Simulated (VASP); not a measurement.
Output of a VASP run:

**OSZICAR**
```
       N       E                     dE             d eps       ncg     rms          rms(c)
DAV:   1     0.229312163393E+03    0.22931E+03   -0.11314E+04  1276   0.206E+03
DAV:   2    -0.901093273516E+01   -0.23832E+03   -0.22864E+03  1636   0.329E+02
DAV:   3    -0.534333649851E+02   -0.44422E+02   -0.41998E+02  1956   0.171E+02
DAV:   4    -0.557697241286E+02   -0.23364E+01   -0.23236E+01  2246   0.410E+01
DAV:   5    -0.558609280978E+02   -0.91204E-01   -0.90214E-01  1934   0.613E+00    0.914E+00
DAV:   6    -0.518615088820E+02    0.39994E+01   -0.10857E+01  1860   0.209E+01    0.462E+00
DAV:   7    -0.515712964708E+02    0.29021E+00   -0.40889E+00  2208   0.123E+01    0.189E+00
DAV:   8    -0.516484687424E+02   -0.77172E-01   -0.20421E+00  2158   0.145E+01    0.129E+00
DAV:   9    -0.515475925596E+02    0.10088E+00   -0.27996E-01  2066   0.476E+00    0.625E-01
DAV:  10    -0.515309634892E+02    0.16629E-01   -0.16579E-01  2124   0.368E+00    0.107E-01
DAV:  11    -0.515320700900E+02   -0.11066E-02   -0.75082E-03  2240   0.608E-01    0.112E-01
DAV:  12    -0.515316083431E+02    0.46175E-03   -0.13392E-03  2088   0.379E-01    0.472E-02
DAV:  13    -0.515314801808E+02    0.12816E-03   -0.74234E-04  2310   0.226E-01    0.943E-03
DAV:  14    -0.515314875652E+02   -0.73844E-05   -0.25964E-05  1800   0.367E-02    0.605E-03
DAV:  15    -0.515314854614E+02    0.21038E-05   -0.17608E-05  2430   0.349E-02    0.308E-03
DAV:  16    -0.515314857145E+02   -0.25315E-06   -0.12867E-06  2174   0.871E-03    0.159E-03
DAV:  17    -0.515314858048E+02   -0.90217E-07   -0.31270E-07  1636   0.373E-03
   1 F= -.51531486E+02 E0= -.51531486E+02  d E =0.000000E+00
```

File OUTCAR:
```
------------------------ aborting loop because EDIFF is reached ----------------------------------------
  FORCE on cell =-STRESS in cart. coord.  units (eV):
  Direction    XX          YY          ZZ          XY          YZ          ZX
  --------------------------------------------------------------------------------------
  Total       -0.0279101     -0.0279101     -0.0279101     -0.0000000     -0.0000000      0.0000000
  in kB       -0.6343628     -0.6343628     -0.6343628     -0.0000000     -0.0000000      0.0000000
  external PRESSURE =      -0.6343628 kB  Pullay stress =       0.0000000 kB
  volume of cell :       70.49
      direct lattice vectors                 reciprocal lattice vectors
     4.130902561  0.000000000  0.000000000     0.242077847  0.000000000  0.000000000
     0.000000000  4.130902561  0.000000000     0.000000000  0.242077847  0.000000000
     0.000000000  0.000000000  4.130902561     0.000000000  0.000000000  0.242077847
 POSITION                                       TOTAL-FORCE (eV/Angst)
 -----------------------------------------------------------------------------------
      0.00000      0.00000      0.00000         0.000000     -0.000000      0.000000
      3.30697      2.06545      2.06545         0.001913     -0.000000      0.000000
      2.06545      0.82393      2.06545        -0.000000     -0.001913     -0.000000
      2.06545      3.30697      2.06545         0.000000      0.001913      0.000000
      0.82393      2.06545      2.06545        -0.001913     -0.000000      0.000000
      2.06545      2.06545      3.30697         0.000000     -0.000000      0.001913
      2.06545      2.06545      0.82393        -0.000000     -0.000000     -0.001913
 -----------------------------------------------------------------------------------
    total drift:                               -0.000000     -0.000000     -0.000000
  FREE ENERGIE OF THE ION-ELECTRON SYSTEM (eV)
  ---------------------------------------------------
  free  energy   TOTEN  =       -51.5314858048 eV

  energy  without entropy=      -51.5314858048  energy(sigma->0) =      -51.53148580

 total charge

# of ion       s       p       d       f       tot
--------------------------------------------------
    1        2.006   5.641   0.651   0.227   8.526
    2        0.696   1.374   0.000   0.000   2.071
    3        0.696   1.374   0.000   0.000   2.071
    4        0.696   1.374   0.000   0.000   2.071
    5        0.696   1.374   0.000   0.000   2.071
    6        0.696   1.374   0.000   0.000   2.071
    7        0.696   1.374   0.000   0.000   2.071
--------------------------------------------------
tot          6.185  13.886   0.651   0.227  20.949
```
(Selected blocks of OUTCAR.)

**POSCAR**
```
LaB6
1
    4.1309025610     0.0000000000     0.0000000000
   -0.0000000000     4.1309025610     0.0000000000
    0.0000000000    -0.0000000000     4.1309025610
La B
1 6
Direct
  1.0000000000   0.0000000000   0.0000000000
  0.8005442491   0.5000000000   0.5000000000
  0.5000000000   0.1994557509   0.5000000000
  0.5000000000   0.8005442491   0.5000000000
  0.1994557509   0.5000000000   0.5000000000
  0.5000000000   0.5000000000   0.8005442491
  0.5000000000   0.5000000000   0.1994557509
```

### Question
Write an INCAR and KPOINTS that could have produced this output.

### Answer
This is not unique; one that fits is the input of the run itself, PBEsol GGA, plane waves, VASP's PBE PAW potentials (set 64).

INCAR:
```
SYSTEM = LaB6
PREC = Accurate
ENCUT = 520
EDIFF = 1E-7
NELM = 100
ALGO = Normal
LREAL = .FALSE.
LASPH = .TRUE.
ISMEAR = -5
GGA = PS
LMAXMIX = 6
LWAVE = .FALSE.
LCHARG = .TRUE.
LORBIT = 11
NEDOS = 601
ISIF = 2
LEFG = .TRUE.
```

### KPOINTS
```
Automatic mesh
0
Gamma
8 8 8
0 0 0
```

POTCAR, in this order: La B (PBE.64 set). Program: vasp_std.

For a metal the tetrahedron method with Blöchl corrections gives inexact stress and forces.

The compound is LaB6 in the cab6 structure. It was relaxed first. The electron count is odd and the run is not spin-polarised, which forces a metal.
